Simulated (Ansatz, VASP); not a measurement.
**Mg3ZnC in two plane-wave programs**

One calculation is typed for both programs; each brings its own data sets. How far apart do they land? The cell is taken from a series of runs on this material, whose earlier steps may have relaxed, scaled, displaced or heated it; both programs get it as it stands.

Calculated with Ansatz 0.2.0; plane waves, with VASP 6.6.1 beside it; zone-centre phonons at PBEsol.

## (1) The structure

Symmetry: Pm-3m, No. 221, cubic system. Conventional cell: a = 4.362 Å, b = 4.362 Å, c = 4.362 Å, α = 90.00°, β = 90.00°, γ = 90.00°. Mg has 2 C at 2.18 Å and 8 Mg at 3.08 Å and 4 Zn at 3.08 Å nearest. Zn has 12 Mg at 3.08 Å nearest. Nearest to C lie 6 Mg at 2.18 Å. Farther neighbours are not listed.

Structure file:

```cif
data_structure
_symmetry_space_group_name_H-M 'Pm-3m'
_symmetry_Int_Tables_number 221
_cell_length_a 4.3625
_cell_length_b 4.3625
_cell_length_c 4.3625
_cell_angle_alpha 90.000
_cell_angle_beta 90.000
_cell_angle_gamma 90.000
_cell_volume 83.02
loop_
_atom_site_label
_atom_site_type_symbol
_atom_site_symmetry_multiplicity
_atom_site_Wyckoff_symbol
_atom_site_fract_x
_atom_site_fract_y
_atom_site_fract_z
_atom_site_occupancy
Mg1 Mg 3 c 0.00000 0.50000 0.50000 1
Zn1 Zn 1 a 0.00000 0.00000 0.00000 1
C1 C 1 b 0.50000 0.50000 0.50000 1
```

## (2) VASP: zone-centre phonons, PBEsol

Second derivatives magnify differences that forces hide, and they need a tight electronic threshold.

Lines of VASP's logs that name or quote its potential files are left out, and so is its time.

INCAR

```
SYSTEM = Mg3ZnC
PREC = Accurate
ENCUT = 600
EDIFF = 1E-08
NELM = 120
ISMEAR = 1
SIGMA = 0.2
LREAL = .FALSE.
ALGO = Normal
GGA = PS
NBANDS = 17
LORBIT = 11
LWAVE = .FALSE.
LCHARG = .FALSE.
ISIF = 2
IBRION = 8
LASPH = .TRUE.
GGA_COMPAT = .FALSE.
KPAR = 2
```

POSCAR

```
Mg3ZnC
1.0
    4.3624935260      0.0000000000      0.0000000000
    0.0000000000      4.3624935260      0.0000000000
    0.0000000000      0.0000000000      4.3624935260
Mg Zn C
3 1 1
Direct
    0.0000000000      0.5000000000      0.5000000000
    0.5000000000      0.5000000000      0.0000000000
    0.5000000000      0.0000000000      0.5000000000
    0.0000000000      0.0000000000      0.0000000000
    0.5000000000      0.5000000000      0.5000000000
```

KPOINTS

```
Automatic mesh
0
Gamma
8 8 8
0 0 0
```

The projector-augmented-wave data sets are Mg, Zn and C (PBE family, release 64).

Launch:

```
$ mpirun -np 2 vasp_std
```

Numbers of over 12 decimals in the logs are rounded to 6 here.

The program printed:

```text
[banner, memory and clock lines left out]
running    2 mpi-ranks, on    1 nodes
 distrk:  each k-point on    1 cores,    2 groups
 distr:  one band on    1 cores,    1 groups

 POSCAR found type information on POSCAR MgZnC
 POSCAR found :  3 types and       5 ions
|                                                                             |
|               ----> ADVICE to this user running VASP <----                  |
|                                                                             |
|     You enforced a specific xc type in the INCAR file but a different       |
|     [... a line on the potential file left out ...]
|     I HOPE YOU KNOW WHAT YOU ARE DOING!                                     |
|                                                                             |

 LDA part: xc-table for (Slater+PW92), standard interpolation
 POSCAR, INCAR and KPOINTS ok, starting setup
 FFT: planning ... GRIDC
 FFT: planning ... GRID_SOFT
 FFT: planning ... GRID
 WAVECAR not read
 entering main loop
       N       E                     dE             d eps       ncg     rms          rms(c)
DAV:   1     0.881549000479E+02    0.88155E+02   -0.10475E+04  1190   0.139E+03
DAV:   2    -0.104737196633E+02   -0.98629E+02   -0.94885E+02  1343   0.254E+02
DAV:   3    -0.196451547723E+02   -0.91714E+01   -0.90663E+01  1409   0.678E+01
DAV:   4    -0.198430846936E+02   -0.19793E+00   -0.19630E+00  1313   0.105E+01
DAV:   5    -0.198451383958E+02   -0.20537E-02   -0.20534E-02  1492   0.109E+00    0.958E+00
DAV:   6    -0.155463298096E+02    0.42988E+01   -0.23390E+01  1834   0.720E+01    0.404E+00
DAV:   7    -0.155119738296E+02    0.34356E-01   -0.36969E+00  1228   0.142E+01    0.206E+00
DAV:   8    -0.154850332784E+02    0.26941E-01   -0.30416E-01  1290   0.316E+00    0.973E-01
DAV:   9    -0.154637589378E+02    0.21274E-01   -0.56684E-02  1249   0.151E+00    0.250E-01
DAV:  10    -0.154631104951E+02    0.64844E-03   -0.31663E-03  1396   0.384E-01    0.161E-01
DAV:  11    -0.154631305337E+02   -0.20039E-04   -0.21462E-03  1549   0.251E-01    0.781E-02
DAV:  12    -0.154629198903E+02    0.21064E-03   -0.79943E-04  1467   0.162E-01    0.223E-02
DAV:  13    -0.154629224965E+02   -0.26062E-05   -0.45259E-05  1274   0.388E-02    0.158E-02
DAV:  14    -0.154629152961E+02    0.72004E-05   -0.16275E-05  1511   0.281E-02    0.790E-03
DAV:  15    -0.154629142545E+02    0.10417E-05   -0.76354E-06  1287   0.141E-02    0.889E-04
DAV:  16    -0.154629142852E+02   -0.30743E-07   -0.13760E-07  1445   0.229E-03    0.732E-04
DAV:  17    -0.154629143563E+02   -0.71063E-07   -0.45385E-08  1340   0.109E-03    0.440E-04
DAV:  18    -0.154629143451E+02    0.11177E-07   -0.41157E-09   666   0.590E-04    0.153E-04
DAV:  19    -0.154629143422E+02    0.29258E-08   -0.33445E-10   655   0.140E-04
   1 F= -.15462914E+02 E0= -.15462356E+02  d E =-.167631E-02
 Linear response reoptimize wavefunctions to high precision
DAV:   1    -0.154629143420E+02    0.18940E-09   -0.16519E-10   695   0.686E-05
DAV:   2    -0.154629143420E+02   -0.20236E-10   -0.24728E-11   654   0.309E-05
 Linear response DOF=           4
 Linear response progress:
  Degree of freedom:   1/  4
       N       E                     dE             d eps       ncg     rms          rms(c)
RMM:   1    -0.370697592216E-02   -0.37070E-02    0.12432E-02  5422   0.418E-01
RMM:   2    -0.366937518919E-02    0.37601E-04   -0.30299E-04  4046   0.948E-02    0.598E-02
RMM:   3    -0.359376361870E-02    0.75612E-04   -0.14442E-04  4001   0.483E-02    0.268E-02
RMM:   4    -0.362268208018E-02   -0.28918E-04   -0.59650E-05  4049   0.300E-02    0.536E-03
RMM:   5    -0.363205689374E-02   -0.93748E-05   -0.16296E-06  4179   0.733E-03    0.952E-04
RMM:   6    -0.363508820912E-02   -0.30313E-05   -0.20123E-07  4401   0.212E-03    0.461E-04
RMM:   7    -0.363505065676E-02    0.37552E-07   -0.26045E-08  4318   0.721E-04    0.142E-04
RMM:   8    -0.363503116569E-02    0.19491E-07   -0.23654E-09  4171   0.208E-04    0.520E-05
RMM:   9    -0.363506592868E-02   -0.34763E-07   -0.26381E-10  4498   0.833E-05    0.712E-06
RMM:  10    -0.363505539209E-02    0.10537E-07   -0.17266E-10  4275   0.271E-05    0.288E-06
RMM:  11    -0.363505392598E-02    0.14661E-08   -0.10641E-10  4047   0.127E-05    0.108E-06
 first order change of Fermi-energy   0.44958E-04
 force on displaced ion       1 direction 1 : -12.221  -0.000   0.000
 Linear response progress:
  Degree of freedom:   2/  4
       N       E                     dE             d eps       ncg     rms          rms(c)
RMM:   1    -0.254877286612E-02   -0.25488E-02    0.10182E-03  8102   0.294E-01
RMM:   2    -0.238556190123E-02    0.16321E-03   -0.12703E-04  6899   0.656E-02    0.259E-02
RMM:   3    -0.236384907130E-02    0.21713E-04   -0.29948E-05  7069   0.279E-02    0.137E-02
RMM:   4    -0.235901263162E-02    0.48364E-05   -0.11064E-05  7114   0.157E-02    0.468E-03
RMM:   5    -0.235095151805E-02    0.80611E-05   -0.64290E-07  6930   0.497E-03    0.403E-04
RMM:   6    -0.235068175082E-02    0.26977E-06   -0.34753E-08  7352   0.953E-04    0.185E-04
RMM:   7    -0.235022391708E-02    0.45783E-06   -0.84526E-09  6859   0.418E-04    0.464E-05
RMM:   8    -0.235020218162E-02    0.21735E-07   -0.13750E-09  6996   0.164E-04    0.266E-05
RMM:   9    -0.235022799446E-02   -0.25813E-07   -0.30830E-10  7504   0.728E-05    0.523E-06
RMM:  10    -0.235023644733E-02   -0.84529E-08   -0.12080E-10  7130   0.285E-05    0.227E-06
 first order change of Fermi-energy  -0.46101E-04
 force on displaced ion       1 direction 2 :   0.000  -2.878   0.000
 Linear response progress:
  Degree of freedom:   3/  4
       N       E                     dE             d eps       ncg     rms          rms(c)
RMM:   1    -0.211622417070E+00   -0.21162E+00   -0.24528E-02  3854   0.154E+00
RMM:   2    -0.211528063275E+00    0.94354E-04   -0.39412E-04  3885   0.126E-01    0.297E-02
RMM:   3    -0.211480180333E+00    0.47883E-04   -0.13107E-05  4147   0.237E-02    0.177E-02
RMM:   4    -0.211452697626E+00    0.27483E-04   -0.13722E-05  4234   0.227E-02    0.203E-03
RMM:   5    -0.211453922372E+00   -0.12247E-05   -0.38087E-07  4339   0.320E-03    0.563E-04
RMM:   6    -0.211452842592E+00    0.10798E-05   -0.25414E-08  4208   0.693E-04    0.308E-04
RMM:   7    -0.211451000982E+00    0.18416E-05   -0.87667E-09  4407   0.418E-04    0.547E-05
RMM:   8    -0.211450439984E+00    0.56100E-06   -0.21973E-09  4185   0.142E-04    0.233E-05
RMM:   9    -0.211450042604E+00    0.39738E-06   -0.13788E-09  4501   0.714E-05    0.532E-06
RMM:  10    -0.211450006959E+00    0.35645E-07   -0.10535E-09  4085   0.405E-05    0.275E-06
RMM:  11    -0.211450004383E+00    0.25755E-08   -0.10333E-09  4055   0.296E-05    0.374E-07
 first order change of Fermi-energy   0.15211E-03
 force on displaced ion       4 direction 1 :  -2.048  -0.000   0.000
 Linear response progress:
  Degree of freedom:   4/  4
       N       E                     dE             d eps       ncg     rms          rms(c)
RMM:   1    -0.120008637766E+00   -0.12001E+00    0.12989E-01  4463   0.159E+00
RMM:   2    -0.120098032930E+00   -0.89395E-04   -0.19885E-03  4120   0.251E-01    0.114E-01
RMM:   3    -0.120230079591E+00   -0.13205E-03   -0.98696E-04  3899   0.122E-01    0.476E-02
RMM:   4    -0.120791906020E+00   -0.56183E-03   -0.50816E-04  4136   0.797E-02    0.127E-02
RMM:   5    -0.120751351994E+00    0.40554E-04   -0.11076E-05  4297   0.182E-02    0.229E-03
RMM:   6    -0.120780265879E+00   -0.28914E-04   -0.17304E-06  4342   0.581E-03    0.103E-03
RMM:   7    -0.120767781821E+00    0.12484E-04   -0.20104E-07  4231   0.207E-03    0.228E-04
RMM:   8    -0.120768465662E+00   -0.68384E-06   -0.21629E-08  4467   0.595E-04    0.735E-05
RMM:   9    -0.120769141113E+00   -0.67545E-06   -0.43139E-09  4264   0.220E-04    0.171E-05
RMM:  10    -0.120769082494E+00    0.58619E-07   -0.16427E-09  4641   0.946E-05    0.587E-06
RMM:  11    -0.120769084276E+00   -0.17825E-08   -0.14665E-09  4305   0.443E-05    0.165E-06
 first order change of Fermi-energy   0.28496E-03
 force on displaced ion       5 direction 1 : -10.269  -0.000   0.000
 Linear response finished
```

Parts of OUTCAR (step 2):

```text
ion  position               nearest neighbor table
   1  0.000  0.500  0.500-   5 2.18   5 2.18   4 3.08   2 3.08   2 3.08   4 3.08   3 3.08   4 3.08
                             4 3.08   2 3.08   3 3.08   3 3.08   2 3.08   3 3.08
   2  0.500  0.500  0.000-   5 2.18   5 2.18   4 3.08   1 3.08   1 3.08   3 3.08   3 3.08   3 3.08
                             4 3.08   3 3.08   1 3.08   4 3.08   1 3.08   4 3.08
   3  0.500  0.000  0.500-   5 2.18   5 2.18   4 3.08   1 3.08   2 3.08   4 3.08   1 3.08   2 3.08
                             2 3.08   2 3.08   1 3.08   4 3.08   4 3.08   1 3.08
   4  0.000  0.000  0.000-   1 3.08   2 3.08   3 3.08   1 3.08   3 3.08   1 3.08   2 3.08   1 3.08
                             2 3.08   3 3.08   3 3.08   2 3.08
   5  0.500  0.500  0.500-   1 2.18   2 2.18   3 2.18   2 2.18   3 2.18   1 2.18

  LATTYP: Found a simple cubic cell.
 ALAT       =     4.3624935260

 Subroutine GETGRP returns: Found 48 space group operations
 (whereof 48 operations were pure point group operations)

The static configuration has the point symmetry O_h .

 Found     35 irreducible k-points:

   k-points           NKPTS =     35   k-points in BZ     NKDIM =     35   number of bands    NBANDS=     17

   dimension x,y,z NGX =    36 NGY =   36 NGZ =   36
   dimension x,y,z NGXF=    72 NGYF=   72 NGZF=   72

   ENCUT  =  600.0 eV  44.10 Ry    6.64 a.u.   8.71  8.71  8.71*2*pi/ulx,y,z

   NELECT =      22.0000    total number of electrons

 k-points in reciprocal lattice and weights: Automatic mesh
   0.00000000  0.00000000  0.00000000       0.002
   0.12500000  0.00000000  0.00000000       0.012
   0.25000000  0.00000000  0.00000000       0.012
   0.37500000  0.00000000  0.00000000       0.012
   0.50000000  0.00000000  0.00000000       0.006
   0.12500000  0.12500000  0.00000000       0.023
   0.25000000  0.12500000  0.00000000       0.047
   0.37500000  0.12500000  0.00000000       0.047
   0.50000000  0.12500000  0.00000000       0.023
[...]
0.50000000  0.50000000  0.37500000       0.012
   0.50000000  0.50000000  0.50000000       0.002

 average (electrostatic) potential at core
       1 -37.7524       2 -37.7524       3 -37.7524       4 -36.2635       5 -50.8696

 POSITION                                       TOTAL-FORCE (eV/Angst)
 -----------------------------------------------------------------------------------
      0.00000      2.18125      2.18125         0.000000      0.000000      0.000000
      2.18125      2.18125      0.00000         0.000000      0.000000      0.000000
      2.18125      0.00000      2.18125         0.000000      0.000000      0.000000
      0.00000      0.00000      0.00000         0.000000      0.000000      0.000000
      2.18125      2.18125      2.18125         0.000000      0.000000      0.000000
 -----------------------------------------------------------------------------------
    total drift:                                0.000000      0.000000      0.000000

 Eigenvectors and eigenvalues of the dynamical matrix
 ----------------------------------------------------

   1 f  =   17.153546 THz   107.778909 2PiTHz  572.180709 cm-1    70.941335 meV
             X         Y         Z           dx          dy          dz
      0.000000  2.181247  2.181247    -0.576931    0.000529    0.000000
      2.181247  2.181247  0.000000     0.011433    0.000529   -0.000000
      2.181247  0.000000  2.181247     0.011433   -0.026670    0.000000
      0.000000  0.000000  0.000000    -0.011576   -0.000535    0.000000
      2.181247  2.181247  2.181247     0.815244    0.037686   -0.000000

   2 f  =   17.153546 THz   107.778909 2PiTHz  572.180709 cm-1    70.941335 meV
             X         Y         Z           dx          dy          dz
      0.000000  2.181247  2.181247    -0.026670   -0.011433    0.000000
      2.181247  2.181247  0.000000     0.000529   -0.011433   -0.000000
      2.181247  0.000000  2.181247     0.000529    0.576931   -0.000000
      0.000000  0.000000  0.000000    -0.000535    0.011576   -0.000000
      2.181247  2.181247  2.181247     0.037686   -0.815244    0.000000

   3 f  =   17.153546 THz   107.778909 2PiTHz  572.180709 cm-1    70.941335 meV
             X         Y         Z           dx          dy          dz
      0.000000  2.181247  2.181247     0.000000    0.000000    0.011445
      2.181247  2.181247  0.000000    -0.000000    0.000000   -0.577547
      2.181247  0.000000  2.181247    -0.000000   -0.000000    0.011445
      0.000000  0.000000  0.000000     0.000000   -0.000000   -0.011588
      2.181247  2.181247  2.181247    -0.000000    0.000000    0.816115

   4 f  =    7.920549 THz    49.766279 2PiTHz  264.201086 cm-1    32.756745 meV
             X         Y         Z           dx          dy          dz
      0.000000  2.181247  2.181247    -0.059286   -0.146677    0.443924
      2.181247  2.181247  0.000000     0.046149   -0.146677   -0.570296
      2.181247  0.000000  2.181247     0.046149    0.188432    0.443924
      0.000000  0.000000  0.000000    -0.001587    0.005043   -0.015263
      2.181247  2.181247  2.181247    -0.043272    0.137535   -0.416254

   5 f  =    7.920549 THz    49.766279 2PiTHz  264.201086 cm-1    32.756745 meV
             X         Y         Z           dx          dy          dz
      0.000000  2.181247  2.181247     0.480211   -0.279506   -0.053493
      2.181247  2.181247  0.000000    -0.373800   -0.279506    0.068721
      2.181247  0.000000  2.181247    -0.373800    0.359074   -0.053493
      0.000000  0.000000  0.000000     0.012852    0.009610    0.001839
      2.181247  2.181247  2.181247     0.350502    0.262085    0.050159

   6 f  =    7.920549 THz    49.766279 2PiTHz  264.201086 cm-1    32.756745 meV
             X         Y         Z           dx          dy          dz
      0.000000  2.181247  2.181247    -0.360752   -0.347957   -0.144161
      2.181247  2.181247  0.000000     0.280812   -0.347957    0.185199
      2.181247  0.000000  2.181247     0.280812    0.447011   -0.144161
      0.000000  0.000000  0.000000    -0.009655    0.011963    0.004956
      2.181247  2.181247  2.181247    -0.263310    0.326269    0.135175

   7 f  =    5.190466 THz    32.612663 2PiTHz  173.135326 cm-1    21.466035 meV
             X         Y         Z           dx          dy          dz
      0.000000  2.181247  2.181247     0.000000   -0.167596    0.066069
      2.181247  2.181247  0.000000     0.683774    0.167596    0.000000
      2.181247  0.000000  2.181247    -0.683774    0.000000   -0.066069
      0.000000  0.000000  0.000000     0.000000   -0.000000   -0.000000
      2.181247  2.181247  2.181247    -0.000000    0.000000    0.000000

   8 f  =    5.190466 THz    32.612663 2PiTHz  173.135326 cm-1    21.466035 meV
             X         Y         Z           dx          dy          dz
      0.000000  2.181247  2.181247     0.000000   -0.685865   -0.055779
      2.181247  2.181247  0.000000    -0.162719    0.685865   -0.000000
      2.181247  0.000000  2.181247     0.162719   -0.000000    0.055779
      0.000000  0.000000  0.000000    -0.000000    0.000000    0.000000
      2.181247  2.181247  2.181247     0.000000   -0.000000   -0.000000

   9 f  =    5.190466 THz    32.612663 2PiTHz  173.135326 cm-1    21.466035 meV
             X         Y         Z           dx          dy          dz
      0.000000  2.181247  2.181247    -0.000000   -0.038735    0.701800
      2.181247  2.181247  0.000000    -0.077305    0.038735   -0.000000
      2.181247  0.000000  2.181247     0.077305   -0.000000   -0.701800
      0.000000  0.000000  0.000000    -0.000000    0.000000   -0.000000
      2.181247  2.181247  2.181247    -0.000000    0.000000    0.000000

  10 f  =    3.669752 THz    23.057735 2PiTHz  122.409766 cm-1    15.176870 meV
             X         Y         Z           dx          dy          dz
      0.000000  2.181247  2.181247     0.070568    0.132788    0.309380
      2.181247  2.181247  0.000000     0.064521    0.132788    0.338374
      2.181247  0.000000  2.181247     0.064521    0.145233    0.309380
      0.000000  0.000000  0.000000    -0.141397   -0.291003   -0.678001
      2.181247  2.181247  2.181247     0.046122    0.094921    0.221155

  11 f  =    3.669752 THz    23.057735 2PiTHz  122.409766 cm-1    15.176870 meV
             X         Y         Z           dx          dy          dz
      0.000000  2.181247  2.181247    -0.358818    0.095543    0.027411
      2.181247  2.181247  0.000000    -0.328073    0.095543    0.029980
      2.181247  0.000000  2.181247    -0.328073    0.104497    0.027411
      0.000000  0.000000  0.000000     0.718966   -0.209382   -0.060072
      2.181247  2.181247  2.181247    -0.234517    0.068297    0.019595

  12 f  =    3.669752 THz    23.057735 2PiTHz  122.409766 cm-1    15.176870 meV
             X         Y         Z           dx          dy          dz
      0.000000  2.181247  2.181247     0.082696    0.301248   -0.145066
      2.181247  2.181247  0.000000     0.075611    0.301248   -0.158661
      2.181247  0.000000  2.181247     0.075611    0.329480   -0.145066
      0.000000  0.000000  0.000000    -0.165699   -0.660180    0.317911
      2.181247  2.181247  2.181247     0.054049    0.215342   -0.103698

  13 f/i=    0.000964 THz     0.006058 2PiTHz    0.032159 cm-1     0.003987 meV
             X         Y         Z           dx          dy          dz
      0.000000  2.181247  2.181247    -0.218610   -0.129266    0.311666
      2.181247  2.181247  0.000000    -0.218633   -0.129266    0.311633
      2.181247  0.000000  2.181247    -0.218633   -0.129252    0.311666
      0.000000  0.000000  0.000000    -0.358757   -0.212113    0.511415
      2.181247  2.181247  2.181247    -0.153668   -0.090855    0.219056

  14 f/i=    0.000964 THz     0.006058 2PiTHz    0.032159 cm-1     0.003987 meV
             X         Y         Z           dx          dy          dz
      0.000000  2.181247  2.181247    -0.336079    0.050941   -0.214656
      2.181247  2.181247  0.000000    -0.336115    0.050941   -0.214634
      2.181247  0.000000  2.181247    -0.336115    0.050936   -0.214656
      0.000000  0.000000  0.000000    -0.551534    0.083590   -0.352231
      2.181247  2.181247  2.181247    -0.236240    0.035804   -0.150872

  15 f/i=    0.000964 THz     0.006058 2PiTHz    0.032159 cm-1     0.003987 meV
             X         Y         Z           dx          dy          dz
      0.000000  2.181247  2.181247     0.029523   -0.377281   -0.135768
      2.181247  2.181247  0.000000     0.029526   -0.377281   -0.135753
      2.181247  0.000000  2.181247     0.029526   -0.377241   -0.135768
      0.000000  0.000000  0.000000     0.048450   -0.619083   -0.222782
      2.181247  2.181247  2.181247     0.020753   -0.265174   -0.095425

 ELASTIC MODULI CONTR FROM IONIC RELAXATION (kBar)
 Direction    XX          YY          ZZ          XY          YZ          ZX
 --------------------------------------------------------------------------------
 XX           0.0000      0.0000      0.0000      0.0000      0.0000      0.0000
 YY           0.0000      0.0000      0.0000      0.0000      0.0000      0.0000
 ZZ           0.0000      0.0000      0.0000      0.0000      0.0000      0.0000
 XY           0.0000      0.0000      0.0000      0.0000      0.0000      0.0000
 YZ           0.0000      0.0000      0.0000      0.0000      0.0000      0.0000
 ZX           0.0000      0.0000      0.0000      0.0000      0.0000      0.0000
 --------------------------------------------------------------------------------
```

[end of part 1 of 2]

[Lines on the potential files, build, host, timing and source positions are cut from VASP's logs without a mark.]

[Logs are printed without paths, hosts, clocks, repeated set-up lines and the standing remarks that a program may print on its own settings, such as how far it seeks lower states.]

[Hosts, paths, dates, database ids (printed as entryN), source tags and the programs' standing remarks are cut or masked in the printed files.]
